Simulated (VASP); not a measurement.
Output of a VASP run:

File OSZICAR:
```
       N       E                     dE             d eps       ncg     rms          rms(c)
DAV:   1     0.153474430863E+03    0.15347E+03   -0.13050E+04  2016   0.158E+03
DAV:   2    -0.686893741246E+02   -0.22216E+03   -0.22015E+03  2022   0.396E+02
DAV:   3    -0.865802871370E+02   -0.17891E+02   -0.17816E+02  2446   0.143E+02
DAV:   4    -0.871723491392E+02   -0.59206E+00   -0.59167E+00  2332   0.285E+01
DAV:   5    -0.872098190924E+02   -0.37470E-01   -0.37469E-01  3026   0.581E+00    0.440E+00
DAV:   6    -0.818858036257E+02    0.53240E+01   -0.25949E+00  2166   0.325E+01    0.207E+00
DAV:   7    -0.808482510067E+02    0.10376E+01   -0.47164E-01  2112   0.903E+00    0.950E-01
DAV:   8    -0.814137785441E+02   -0.56553E+00   -0.36785E-01  2052   0.493E+00    0.860E-01
DAV:   9    -0.812751090902E+02    0.13867E+00   -0.13925E-02  2186   0.115E+00    0.816E-01
DAV:  10    -0.812817350350E+02   -0.66259E-02   -0.10205E-03  3006   0.220E-01    0.935E-01
DAV:  11    -0.812816983895E+02    0.36645E-04   -0.36201E-05  2356   0.518E-02    0.954E-01
DAV:  12    -0.812345025068E+02    0.47196E-01   -0.41568E-02  2020   0.184E+00    0.679E-01
DAV:  13    -0.812385443913E+02   -0.40419E-02   -0.12530E-03  2232   0.325E-01    0.722E-01
DAV:  14    -0.812389880621E+02   -0.44367E-03   -0.86599E-04  2164   0.403E-01    0.750E-01
DAV:  15    -0.812465310741E+02   -0.75430E-02   -0.14233E-03  2028   0.340E-01    0.770E-01
DAV:  16    -0.812472865341E+02   -0.75546E-03   -0.25729E-04  2068   0.163E-01    0.839E-01
DAV:  17    -0.812476789347E+02   -0.39240E-03   -0.29181E-04  2472   0.213E-01    0.925E-01
DAV:  18    -0.812481829973E+02   -0.50406E-03   -0.23579E-04  2468   0.168E-01    0.105E+00
DAV:  19    -0.812481997902E+02   -0.16793E-04   -0.78670E-06  2534   0.276E-02    0.111E+00
DAV:  20    -0.812481645352E+02    0.35255E-04   -0.99638E-06  2102   0.397E-02    0.970E-01
DAV:  21    -0.812480861108E+02    0.78424E-04   -0.51317E-05  2020   0.987E-02    0.742E-01
DAV:  22    -0.812480896007E+02   -0.34898E-05   -0.22162E-05  2054   0.606E-02    0.530E-01
DAV:  23    -0.812481208194E+02   -0.31219E-04   -0.23154E-05  2024   0.711E-02    0.299E-01
DAV:  24    -0.812481174062E+02    0.34132E-05   -0.26366E-05  2404   0.678E-02    0.960E-02
DAV:  25    -0.812481382752E+02   -0.20869E-04   -0.83144E-06  2476   0.332E-02    0.154E-02
DAV:  26    -0.812481232838E+02    0.14991E-04   -0.25859E-06  2060   0.186E-02    0.686E-03
DAV:  27    -0.812481338402E+02   -0.10556E-04   -0.11337E-06  2026   0.141E-02    0.681E-03
DAV:  28    -0.812481261387E+02    0.77015E-05   -0.84917E-07  1572   0.110E-02    0.219E-03
DAV:  29    -0.812481281941E+02   -0.20554E-05   -0.30914E-07  1592   0.566E-03    0.653E-04
DAV:  30    -0.812481293103E+02   -0.11162E-05   -0.38339E-08  1044   0.329E-03    0.768E-04
DAV:  31    -0.812481270094E+02    0.23009E-05   -0.47466E-08  1260   0.241E-03    0.176E-04
DAV:  32    -0.812481283955E+02   -0.13861E-05   -0.11809E-08  1016   0.155E-03    0.168E-04
DAV:  33    -0.812481283460E+02    0.49466E-07   -0.18769E-09  1014   0.635E-04
   1 F= -.81248128E+02 E0= -.81248128E+02  d E =0.000000E+00
       N       E                     dE             ncg
       N       E                     dE             ncg
```

### OUTCAR
```
------------------------ aborting loop because EDIFF is reached ----------------------------------------
  FORCE on cell =-STRESS in cart. coord.  units (eV):
  Direction    XX          YY          ZZ          XY          YZ          ZX
  --------------------------------------------------------------------------------------
  Total       -0.0089676     -0.0089676     -0.0089676     -0.0000000      0.0000000      0.0000000
  in kB       -0.1864919     -0.1864919     -0.1864919     -0.0000000      0.0000000      0.0000000
  external PRESSURE =      -0.1864919 kB  Pullay stress =       0.0000000 kB
  volume of cell :       77.04
      direct lattice vectors                 reciprocal lattice vectors
     0.000000000  3.377271424  3.377271424    -0.148048509  0.148048509  0.148048509
     3.377271424  0.000000000  3.377271424     0.148048509 -0.148048509  0.148048509
     3.377271424  3.377271424  0.000000000     0.148048509  0.148048509 -0.148048509
 POSITION                                       TOTAL-FORCE (eV/Angst)
 -----------------------------------------------------------------------------------
      0.00000      0.00000      0.00000         0.000000      0.000000     -0.000000
      1.68864      1.68864      1.68864        -0.000000     -0.000000      0.000000
 -----------------------------------------------------------------------------------
    total drift:                                0.000004      0.000004      0.000004
  FREE ENERGIE OF THE ION-ELECTRON SYSTEM (eV)
  ---------------------------------------------------
  free  energy   TOTEN  =       -81.2481283460 eV

  energy  without entropy=      -81.2481283460  energy(sigma->0) =      -81.24812835

 total charge

# of ion       s       p       d       tot
------------------------------------------
    1        0.890   0.663   9.854  11.407
    2        1.425   1.579   9.883  12.887
--------------------------------------------------
tot          2.315   2.242  19.737  24.294
```
(Selected blocks of OUTCAR.)

### POSCAR
```
InBi
1
   -0.0000000000     3.3772714244     3.3772714244
    3.3772714244    -0.0000000000     3.3772714244
    3.3772714244     3.3772714244    -0.0000000000
In Bi
1 1
Direct
  0.0000000000   0.0000000000   0.0000000000
  0.2500000000   0.2500000000   0.2500000000
```

Question: Write an INCAR and KPOINTS that could have produced this output.

Answer: One answer among several that fit: the input of the run itself, r2SCAN meta-GGA, plane waves, VASP's PBE PAW potentials (set 64).

**KPOINTS**
```
Automatic mesh
0
Gamma
11 11 11
0 0 0
```

File KPOINTS_OPT:
```
k-points along high-symmetry lines
10
Line-mode
Reciprocal
  0.000000   0.000000   0.000000 ! GAMMA
 -0.500000  -0.500000   0.000000 ! X

 -0.500000  -0.500000   0.000000 ! X
 -0.375000  -0.375000   0.250000 ! U

 -0.375000   0.000000   0.375000 ! K
  0.000000   0.000000   0.000000 ! GAMMA

  0.000000   0.000000   0.000000 ! GAMMA
  0.000000   0.000000   0.500000 ! L

  0.000000   0.000000   0.500000 ! L
 -0.500000  -0.250000   0.250000 ! W

 -0.500000  -0.250000   0.250000 ! W
 -0.500000  -0.500000   0.000000 ! X
```

### INCAR
```
SYSTEM = InBi
PREC = Accurate; ENCUT = 400; LREAL = .FALSE.
LASPH = .TRUE.
EDIFF = 1E-7; NELM = 100; ALGO = Normal
LMAXMIX = 4; LMIXTAU = .TRUE.
ISMEAR = -5
METAGGA = R2SCAN
ISIF = 2
LWAVE = .FALSE.; LCHARG = .FALSE.; LORBIT = 11
NEDOS = 601
```

POTCAR, in this order: In_d Bi_d (PBE.64 set). Program: vasp_std.

For a metal the tetrahedron method with Blöchl corrections gives inexact stress and forces.

The structure comes from a computed database's InBi entry (F-43m); how it stands against other phases isn't given here. It was relaxed first.
